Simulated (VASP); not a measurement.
An input for Quantum ESPRESSO's pw.x (written as the equivalent of a VASP run, and not itself run):

```
&CONTROL
  calculation = 'scf'
  pseudo_dir = './pseudo'
  outdir = './out'
  tprnfor = .true.
  tstress = .true.
/
&SYSTEM
  ibrav = 0
  nat = 12
  ntyp = 2
  ecutwfc = 56.6
  occupations = 'tetrahedra'
  input_dft = 'pbesol'
/
&ELECTRONS
  conv_thr = 7.3e-09
  electron_maxstep = 100
/
ATOMIC_SPECIES
  Ba 137.327 Ba.upf
  Si 28.085 Si.upf
CELL_PARAMETERS angstrom
     6.6915524    0.0000000    0.0000000
    -0.0000000    6.6915524    0.0000000
     0.0000000   -0.0000000    6.6915524
ATOMIC_POSITIONS crystal
  Ba   0.6250000  0.3750000  0.8750000
  Ba   0.3750000  0.8750000  0.6250000
  Ba   0.8750000  0.6250000  0.3750000
  Ba   0.1250000  0.1250000  0.1250000
  Si   0.8317286  0.8317286  0.8317286
  Si   0.9182714  0.0817286  0.5817286
  Si   0.6682714  0.1682714  0.3317286
  Si   0.5817286  0.9182714  0.0817286
  Si   0.3317286  0.6682714  0.1682714
  Si   0.4182714  0.4182714  0.4182714
  Si   0.1682714  0.3317286  0.6682714
  Si   0.0817286  0.5817286  0.9182714
K_POINTS automatic
  4 4 4 0 0 0
```

Problem. Translate this input to VASP (INCAR, KPOINTS, POSCAR, choice of POTCAR).

Solution. This is not unique; one that fits is 
**INCAR**
```
SYSTEM = BaSi2
PREC = Accurate; ENCUT = 400; LREAL = .False.
LASPH = .True.
EDIFF = 1E-7; NELM = 100; ALGO = Normal
LMAXMIX = 4
ISMEAR = -5
GGA = PS
ISIF = 2
LWAVE = .False.; LCHARG = .True.; LORBIT = 11
NEDOS = 601
LEFG = .True.
```

**KPOINTS**
```
Automatic
0
G
  4 4 4
```

File POSCAR:
```
BaSi2
1
    6.6915523999     0.0000000000     0.0000000000
   -0.0000000000     6.6915523999     0.0000000000
    0.0000000000    -0.0000000000     6.6915523999
Ba Si
4 8
Direct
  0.6250000000   0.3750000000   0.8750000000
  0.3750000000   0.8750000000   0.6250000000
  0.8750000000   0.6250000000   0.3750000000
  0.1250000000   0.1250000000   0.1250000000
  0.8317286287   0.8317286287   0.8317286287
  0.9182713713   0.0817286287   0.5817286287
  0.6682713713   0.1682713713   0.3317286287
  0.5817286287   0.9182713713   0.0817286287
  0.3317286287   0.6682713713   0.1682713713
  0.4182713713   0.4182713713   0.4182713713
  0.1682713713   0.3317286287   0.6682713713
  0.0817286287   0.5817286287   0.9182713713
```

POTCAR, in this order: Ba_sv Si (PBE.64 set). Program: vasp_std.

Limits of the translation: the potentials are each code's own (VASP's PAW set, PseudoDojo norm-conserving files in pw.x), so ENCUT and ecutwfc are chosen apart and not converted; conv_thr bounds pw.x's estimated SCF error, while EDIFF bounds the energy change between steps; the field gradients of LEFG aren't asked of the other code.

The structure comes from a computed database's BaSi2 entry (P4_332); how it stands against other phases isn't given here. It was relaxed first.
